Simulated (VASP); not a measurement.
OSZICAR of a VASP run on PbSe (rock salt):

**OSZICAR**
```
       N       E                     dE             d eps       ncg     rms          rms(c)
DAV:   1     0.159183549500E+03    0.15918E+03   -0.97394E+03   812   0.143E+03
DAV:   2     0.533417100684E+01   -0.15385E+03   -0.15043E+03   848   0.347E+02
DAV:   3    -0.818064208438E+01   -0.13515E+02   -0.13371E+02  1064   0.108E+02
DAV:   4    -0.851975447266E+01   -0.33911E+00   -0.33889E+00   894   0.203E+01
DAV:   5    -0.853098884335E+01   -0.11234E-01   -0.11234E-01  1150   0.373E+00    0.270E+00
DAV:   6    -0.819690307752E+01    0.33409E+00   -0.92469E-01  1140   0.716E+00    0.145E+00
DAV:   7    -0.819323804362E+01    0.36650E-02   -0.13557E-01   912   0.200E+00    0.833E-01
DAV:   8    -0.819702877948E+01   -0.37907E-02   -0.15474E-02   884   0.158E+00    0.182E-01
DAV:   9    -0.819646760915E+01    0.56117E-03   -0.28939E-03  1192   0.578E-01    0.675E-02
DAV:  10    -0.819657404283E+01   -0.10643E-03   -0.26252E-04   878   0.133E-01    0.215E-02
DAV:  11    -0.819658122202E+01   -0.71792E-05   -0.69819E-05  1000   0.957E-02    0.494E-03
DAV:  12    -0.819658161642E+01   -0.39440E-06   -0.40512E-06  1022   0.165E-02    0.188E-03
DAV:  13    -0.819658165989E+01   -0.43472E-07   -0.50227E-07   872   0.474E-03
   1 F= -.89579124E+01 E0= -.89579124E+01  d E =-.127800E-12
```

Q: Which electronic solver shows in the log?

A: It is blocked Davidson (ALGO = Normal, or the opening steps of other solvers). The INCAR had ALGO = Normal.

Q: Can the final energy be trusted as converged?

A: The calculation finished and met its thresholds. It stopped with EDIFF = 1E-7, NELM = 100 (PBE GGA with D4 dispersion, plane waves, VASP's PBE PAW potentials (set 64)).

The compound is PbSe in the rock salt structure. This cell is one point of a volume scan, at 1.06 of the reference volume.
